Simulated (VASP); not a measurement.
Method: PBE GGA, VASP's PBE PAW potentials (set 64) (plane waves; VASP).

VASP ran on this input.

POSCAR:
```
SnSe2
1.0
  1.9198896335  -3.3253466111   0.0000000000
  1.9198896335   3.3253466111   0.0000000000
  0.0000000000   0.0000000000   6.8090079093
Sn Se
1 2
Direct
  0.0000000000   0.0000000000   0.0000000000
  0.3333330000   0.6666670000   0.2317318787
  0.6666670000   0.3333330000   0.7682681213
```

**KPOINTS**
```
Automatic mesh
0
Gamma
7 7 4
0 0 0
```

### INCAR
```
# general
SYSTEM  = SnSe2
PREC    = Accurate
ENCUT   = 520   # plane-wave cut-off (eV)
LREAL   = F   # projection in real space or not
LASPH   = T   # aspherical one-centre terms

# electronic loop
EDIFF   = 1E-7   # SCF stop (eV)
NELM    = 100   # most electronic steps
ALGO    = Normal
LMAXMIX = 4   # l cut-off of mixed one-centre charges

# smearing
ISMEAR  = 0
SIGMA   = 0.05   # width (eV)

# functional
GGA     = PE   # PBE

# ions
IBRION  = 2   # conjugate gradients
NSW     = 30   # most ionic steps
ISIF    = 4
EDIFFG  = -0.01   # ionic stop

# output
LWAVE   = F
LCHARG  = F
```

POTCAR, in this order: Sn_d Se (PBE.64 set). Program: vasp_std.

What VASP printed:

File OSZICAR:
```
       N       E                     dE             d eps       ncg     rms          rms(c)
DAV:   1     0.195227045231E+03    0.19523E+03   -0.12527E+04   952   0.167E+03
DAV:   2     0.100409902047E+02   -0.18519E+03   -0.18131E+03  1021   0.378E+02
DAV:   3    -0.114174382451E+02   -0.21458E+02   -0.20852E+02  1233   0.121E+02
DAV:   4    -0.121143240895E+02   -0.69689E+00   -0.69629E+00  1127   0.232E+01
DAV:   5    -0.121309029008E+02   -0.16579E-01   -0.16576E-01  1510   0.362E+00    0.485E+00
DAV:   6    -0.118744615579E+02    0.25644E+00   -0.62623E-01  1393   0.877E+00    0.315E+00
DAV:   7    -0.118568636781E+02    0.17598E-01   -0.16404E-01  1219   0.287E+00    0.966E-01
DAV:   8    -0.118566101949E+02    0.25348E-03   -0.13507E-02  1211   0.120E+00    0.273E-01
DAV:   9    -0.118571483730E+02   -0.53818E-03   -0.14599E-03  1163   0.331E-01    0.824E-02
DAV:  10    -0.118571648660E+02   -0.16493E-04   -0.12421E-04  1378   0.900E-02    0.331E-02
DAV:  11    -0.118572010692E+02   -0.36203E-04   -0.58285E-05  1069   0.476E-02    0.966E-03
DAV:  12    -0.118572010076E+02    0.61579E-07   -0.25272E-06  1314   0.132E-02    0.669E-03
DAV:  13    -0.118572020455E+02   -0.10379E-05   -0.27991E-06  1012   0.957E-03    0.167E-03
DAV:  14    -0.118572021542E+02   -0.10876E-06   -0.13173E-07  1095   0.252E-03    0.505E-04
DAV:  15    -0.118572021676E+02   -0.13371E-07   -0.43808E-08   775   0.153E-03
   1 F= -.11857202E+02 E0= -.11857202E+02  d E =-.118572E+02
       N       E                     dE             d eps       ncg     rms          rms(c)
DAV:   1    -0.118610828800E+02   -0.38807E-02   -0.27978E-01   957   0.241E+00    0.150E-01
DAV:   2    -0.118622291125E+02   -0.11462E-02   -0.13569E-02  1237   0.594E-01    0.539E-02
DAV:   3    -0.118621945029E+02    0.34610E-04   -0.16015E-04  1124   0.936E-02    0.393E-02
DAV:   4    -0.118621842203E+02    0.10283E-04   -0.41205E-05  1260   0.417E-02    0.172E-02
DAV:   5    -0.118621815383E+02    0.26820E-05   -0.68930E-06  1140   0.198E-02    0.461E-03
DAV:   6    -0.118621812384E+02    0.29986E-06   -0.49033E-07  1157   0.702E-03    0.227E-03
DAV:   7    -0.118621813921E+02   -0.15372E-06   -0.17801E-07   729   0.346E-03    0.520E-04
DAV:   8    -0.118621814172E+02   -0.25045E-07   -0.41579E-08   531   0.175E-03
   2 F= -.11862181E+02 E0= -.11862181E+02  d E =-.497925E-02
       N       E                     dE             d eps       ncg     rms          rms(c)
DAV:   1    -0.118623525045E+02   -0.17111E-03   -0.49986E-01   954   0.322E+00    0.199E-01
DAV:   2    -0.118643964032E+02   -0.20439E-02   -0.24148E-02  1214   0.791E-01    0.719E-02
DAV:   3    -0.118643368791E+02    0.59524E-04   -0.28676E-04  1103   0.125E-01    0.524E-02
DAV:   4    -0.118643206047E+02    0.16274E-04   -0.72279E-05  1250   0.547E-02    0.231E-02
DAV:   5    -0.118643170561E+02    0.35486E-05   -0.12149E-05  1117   0.263E-02    0.609E-03
DAV:   6    -0.118643166978E+02    0.35830E-06   -0.93625E-07  1211   0.987E-03    0.291E-03
DAV:   7    -0.118643168859E+02   -0.18802E-06   -0.30579E-07   832   0.447E-03    0.729E-04
DAV:   8    -0.118643169270E+02   -0.41121E-07   -0.67703E-08   543   0.228E-03
   3 F= -.11864317E+02 E0= -.11864317E+02  d E =-.711476E-02
       N       E                     dE             d eps       ncg     rms          rms(c)
DAV:   1    -0.118755597975E+02   -0.11243E-01   -0.54072E-01   952   0.504E+00    0.549E-01
DAV:   2    -0.118700748979E+02    0.54849E-02   -0.31875E-02  1048   0.171E+00    0.309E-01
DAV:   3    -0.118672240994E+02    0.28508E-02   -0.58680E-03  1167   0.708E-01    0.130E-01
DAV:   4    -0.118669738110E+02    0.25029E-03   -0.96632E-04  1173   0.363E-01    0.366E-02
DAV:   5    -0.118669704464E+02    0.33646E-05   -0.13904E-04  1313   0.106E-01    0.155E-02
DAV:   6    -0.118669751467E+02   -0.47003E-05   -0.21203E-05  1171   0.500E-02    0.414E-03
DAV:   7    -0.118669760065E+02   -0.85978E-06   -0.25229E-06   992   0.162E-02    0.232E-03
DAV:   8    -0.118669762981E+02   -0.29157E-06   -0.41715E-07  1073   0.732E-03    0.111E-03
DAV:   9    -0.118669763946E+02   -0.96487E-07   -0.13876E-07   753   0.350E-03
   4 F= -.11866976E+02 E0= -.11866976E+02  d E =-.265947E-02
       N       E                     dE             d eps       ncg     rms          rms(c)
DAV:   1    -0.118811534415E+02   -0.14177E-01   -0.82404E-01   952   0.622E+00    0.678E-01
DAV:   2    -0.118728768418E+02    0.82766E-02   -0.48538E-02  1045   0.208E+00    0.382E-01
DAV:   3    -0.118685322115E+02    0.43446E-02   -0.89663E-03  1120   0.800E-01    0.159E-01
DAV:   4    -0.118681582288E+02    0.37398E-03   -0.14225E-03  1141   0.439E-01    0.458E-02
DAV:   5    -0.118681523859E+02    0.58429E-05   -0.20587E-04  1363   0.130E-01    0.195E-02
DAV:   6    -0.118681590434E+02   -0.66575E-05   -0.31302E-05  1170   0.600E-02    0.527E-03
DAV:   7    -0.118681602934E+02   -0.12499E-05   -0.37955E-06   991   0.202E-02    0.286E-03
DAV:   8    -0.118681606958E+02   -0.40248E-06   -0.63734E-07  1181   0.893E-03    0.137E-03
DAV:   9    -0.118681608443E+02   -0.14843E-06   -0.19838E-07   771   0.384E-03    0.470E-04
DAV:  10    -0.118681608571E+02   -0.12813E-07   -0.23433E-08   550   0.160E-03
   5 F= -.11868161E+02 E0= -.11868161E+02  d E =-.384393E-02
       N       E                     dE             d eps       ncg     rms          rms(c)
DAV:   1    -0.118681782957E+02   -0.17451E-04   -0.10867E-03   954   0.226E-01    0.247E-02
DAV:   2    -0.118681672455E+02    0.11050E-04   -0.63087E-05  1056   0.967E-02    0.138E-02
DAV:   3    -0.118681613309E+02    0.59146E-05   -0.11507E-05  1223   0.397E-02    0.579E-03
DAV:   4    -0.118681608691E+02    0.46182E-06   -0.20949E-06  1248   0.150E-02    0.154E-03
DAV:   5    -0.118681608633E+02    0.58067E-08   -0.27579E-07   774   0.456E-03
   6 F= -.11868161E+02 E0= -.11868161E+02  d E =-.384394E-02
       N       E                     dE             d eps       ncg     rms          rms(c)
DAV:   1    -0.118681663830E+02   -0.55139E-05   -0.25360E-03   952   0.227E-01    0.144E-02
DAV:   2    -0.118681767570E+02   -0.10374E-04   -0.11811E-04  1206   0.540E-02    0.452E-03
DAV:   3    -0.118681768721E+02   -0.11504E-06   -0.13719E-06  1103   0.821E-03    0.327E-03
DAV:   4    -0.118681771509E+02   -0.27882E-06   -0.30229E-07  1079   0.332E-03    0.142E-03
DAV:   5    -0.118681774069E+02   -0.25601E-06   -0.52963E-08   522   0.162E-03    0.373E-04
DAV:   6    -0.118681774381E+02   -0.31230E-07   -0.77950E-09   493   0.106E-03
   7 F= -.11868177E+02 E0= -.11868177E+02  d E =-.165748E-04
```

OUTCAR:
```
------------------------ aborting loop because EDIFF is reached ----------------------------------------
  FORCE on cell =-STRESS in cart. coord.  units (eV):
  Direction    XX          YY          ZZ          XY          YZ          ZX
  --------------------------------------------------------------------------------------
  Total        0.1004060      0.1004060      0.1020833      0.0000000      0.0000000      0.0000000
  in kB        1.8503044      1.8503047      1.8812142      0.0000000      0.0000000      0.0000000
  external PRESSURE =       1.8606078 kB  Pullay stress =       0.0000000 kB
  volume of cell :       86.94
      direct lattice vectors                 reciprocal lattice vectors
     1.935818919 -3.352936981  0.000000000     0.258288622 -0.149122994  0.000000000
     1.935818919  3.352936981 -0.000000000     0.258288622  0.149122994 -0.000000000
     0.000000000  0.000000000  6.697410233     0.000000000  0.000000000  0.149311445
 POSITION                                       TOTAL-FORCE (eV/Angst)
 -----------------------------------------------------------------------------------
      0.00000      0.00000      0.00000        -0.000000     -0.000000      0.000000
      1.93582      1.11765      1.59482        -0.000000      0.000000     -0.000831
      1.93582     -1.11765      5.10259         0.000000     -0.000000      0.000831
 -----------------------------------------------------------------------------------
    total drift:                               -0.000000      0.000000      0.000000
  FREE ENERGIE OF THE ION-ELECTRON SYSTEM (eV)
  ---------------------------------------------------
  free  energy   TOTEN  =       -11.8681774381 eV

  energy  without entropy=      -11.8681774381  energy(sigma->0) =      -11.86817744

 reached required accuracy - stopping structural energy minimisation
```
(Selected blocks of OUTCAR.)

**CONTCAR**
```
SnSe2
   1.00000000000000
     1.9358189187174273   -3.3529369809456226    0.0000000000000000
     1.9358189187174273    3.3529369809456226   -0.0000000000000000
     0.0000000000000000    0.0000000000000001    6.6974102331277772
  Sn              Se
     1     2
Direct
     0.0000000000000000    0.0000000000000000    0.0000000000000000
     0.3333330000000032    0.6666669999999968    0.2381251750940376
     0.6666669999999968    0.3333330000000032    0.7618748249059624
```

**OUTCAR**
```
 val. band max:        2.9377738222   @ k =   0.1429  -0.0000   0.2500

 cond. band min:       3.7173262960   @ k =   0.4286   0.0000   0.5000


 Fermi energy:         3.2288016081

 k-point     1 :       0.0000    0.0000    0.0000
  band No.  band energies     occupation
      1     -18.1977      2.00000
      2     -18.1977      2.00000
      3     -18.1662      2.00000
      4     -18.1566      2.00000
      5     -18.1566      2.00000
      6     -10.4573      2.00000
      7      -9.0796      2.00000
      8      -2.8618      2.00000
      9       2.4558      2.00000
     10       2.4558      2.00000
     11       2.5718      2.00000
     12       2.7791      2.00000
     13       2.7791      2.00000
     14       3.9400      0.00000
     15       6.0139      0.00000
     16       7.5237      0.00000
     17       7.5237      0.00000

 k-point     2 :       0.1429   -0.0000    0.0000
  band No.  band energies     occupation
      1     -18.2045      2.00000
      2     -18.1915      2.00000
      3     -18.1627      2.00000
      4     -18.1596      2.00000
      5     -18.1560      2.00000
      6     -10.2736      2.00000
      7      -8.9626      2.00000
      8      -2.8759      2.00000
      9       0.9730      2.00000
     10       1.8498      2.00000
     11       1.8939      2.00000
     12       2.6373      2.00000
     13       2.9292      2.00000
     14       4.9350      0.00000
     15       6.6283      0.00000
     16       7.4691      0.00000
     17       7.8857      0.00000

 k-point     3 :       0.2857   -0.0000    0.0000
  band No.  band energies     occupation
      1     -18.2223      2.00000
      2     -18.1816      2.00000
      3     -18.1699      2.00000
      4     -18.1506      2.00000
      5     -18.1486      2.00000
      6      -9.7702      2.00000
      7      -8.7074      2.00000
      8      -3.1913      2.00000
      9      -0.4476      2.00000
     10       0.6965      2.00000
     11       1.1873      2.00000
...
```

Without a dispersion term in the relaxation, distances and binding between the weakly bound layers, chains or molecules are unreliable, and so is what depends on them. Unless said otherwise, spin-orbit coupling is left out, though it shifts the bands of the heavy elements here.

The compound is SnSe2 in the 1T layered structure. This cell is one point of a volume scan, at 0.97 of the reference volume. Symmetry was kept, so distortions that lower it aren't found.
